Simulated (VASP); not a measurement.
Data:

```yaml
crystal:
  lattice:
    - [2.50321, 0.00000, 0.00000]
    - [-1.25160, 2.16784, 0.00000]
    - [0.00000, 0.00000, 19.85975]
  atoms:
    - { symbol: B, position: [0.66667, 0.33333, 0.41393] }
    - { symbol: B, position: [0.33333, 0.66667, 0.58607] }
    - { symbol: N, position: [0.33333, 0.66667, 0.41378] }
    - { symbol: N, position: [0.66667, 0.33333, 0.58622] }
```

All values below come from r2SCAN meta-GGA, VASP's PBE PAW potentials (set 64) (plane waves; VASP). Numerical set-up: PREC = Normal, 500 eV cut-off, 12×12×1 Γ-centred mesh, Gaussian smearing of 0.050 eV, potentials B N.

Predict the energy per atom (σ→0), band gap (on the k-mesh) with the smallest direct gap where there is one.

| Item | Value |
|---|---|
| band gap (on the k-mesh) | 5.15 eV |
| smallest direct gap (on the k-mesh) | 5.45 eV |
| energy per atom (σ→0) | -9.639 eV/atom |

Total energies compare only between runs with the same potentials, cut-off and functional.

The cell is a sheet with vacuum, built from BN (hex).
